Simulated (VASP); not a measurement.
Input of a VASP 6.6.1 run:

Contents of INCAR:

```
ALGO = Normal
EDIFF = 1E-6
EDIFFG = -0.01
ENCUT = 600
GGA = PS
IBRION = 2
ISIF = 3
ISMEAR = 1
KPAR = 4
LASPH = True
LCHARG = False
LREAL = False
LWAVE = False
NELM = 80
NSW = 90
PREC = Accurate
SIGMA = 0.1
```

Contents of KPOINTS:

```
k-points
0
Gamma
  9 9 8
```

The input POSCAR:

```
Ti8N5O3
1.0
   -4.2153366800     -4.2153366800      0.0000000000
    0.0000000000     -4.2153366800      4.2153366800
   -4.2153366800      0.0000000000      4.2153366800
Ti O N
8 3 5
Direct
    0.5000000000      0.0000000000      0.0000000000
    0.0000000000      0.0000000000      0.0000000000
    0.5000000000      0.5000000000      0.0000000000
    0.0000000000      0.5000000000      0.0000000000
    0.5000000000      0.0000000000      0.5000000000
    0.0000000000      0.0000000000      0.5000000000
    0.5000000000      0.5000000000      0.5000000000
    0.0000000000      0.5000000000      0.5000000000
    0.7500000000      0.2500000000      0.2500000000
    0.2500000000      0.2500000000      0.2500000000
    0.7500000000      0.7500000000      0.2500000000
    0.2500000000      0.7500000000      0.2500000000
    0.7500000000      0.2500000000      0.7500000000
    0.2500000000      0.2500000000      0.7500000000
    0.7500000000      0.7500000000      0.7500000000
    0.2500000000      0.7500000000      0.7500000000
```

Potentials or basis: VASP PAW PBE potentials, release 64 (Ti_sv, O, N).

The run is started by

```bash
$ cat potpaw_PBE.64/Ti_sv/POTCAR potpaw_PBE.64/O/POTCAR potpaw_PBE.64/N/POTCAR > POTCAR
$ mpirun -np 4 vasp_std > vasp.out
```

**Question.** Predict the relaxed volume.

**Answer.** 9.45 Å³/atom.

**Question.** What does it give for the space group after relaxing (to 0.05 Å)?

**Answer.** R-3m (No. 166).

**Question.** What does it give for the band gap on the k mesh?

**Answer.** None (metal or under the smearing width).

**Question.** Estimate the relaxed cell.

**Answer.** a = 5.973 Å, b = 5.973 Å, c = 5.986 Å, α = 60.07°, β = 60.07°, γ = 60.00°.

Step by step:
| step | energy change (eV) | largest force (eV/Å) | pressure (GPa) | volume (Å³) |
| --- | --- | --- | --- | --- |
| 1 | 0.0000 | 1.7511 | -0.64 | 149.81 |
| 2 | -0.7206 | 0.9303 | 2.31 | 148.99 |
| 3 | -0.7623 | 1.0510 | 6.69 | 148.33 |
| 4 | -0.8410 | 0.2176 | 4.27 | 148.66 |
| 5 | -0.8430 | 0.1439 | 4.53 | 148.62 |
| 6 | -0.8178 | 0.2596 | -5.52 | 154.71 |
| 7 | -0.8834 | 0.1530 | -0.09 | 151.26 |
| 8 | -0.8871 | 0.0302 | -0.14 | 151.24 |
| 9 | -0.8873 | 0.0300 | -0.16 | 151.24 |
| 10 | -0.8873 | 0.0181 | 0.28 | 151.03 |
| 11 | -0.8874 | 0.0107 | 0.09 | 151.14 |
| 12 | -0.8874 | 0.0111 | 0.06 | 151.14 |
| 13 | -0.8874 | 0.0111 | 0.05 | 151.14 |
| 14 | -0.8875 | 0.0055 | 0.01 | 151.19 |

Caveat: the PAW data sets were made with another functional, which shifts forces and pressure a little; an odd number of electrons without spin polarisation forces a metal; a magnetic or distorted state may lie lower; semilocal functionals often make such compounds metallic where correlation or magnetic order opens a gap, which also shifts bond lengths.
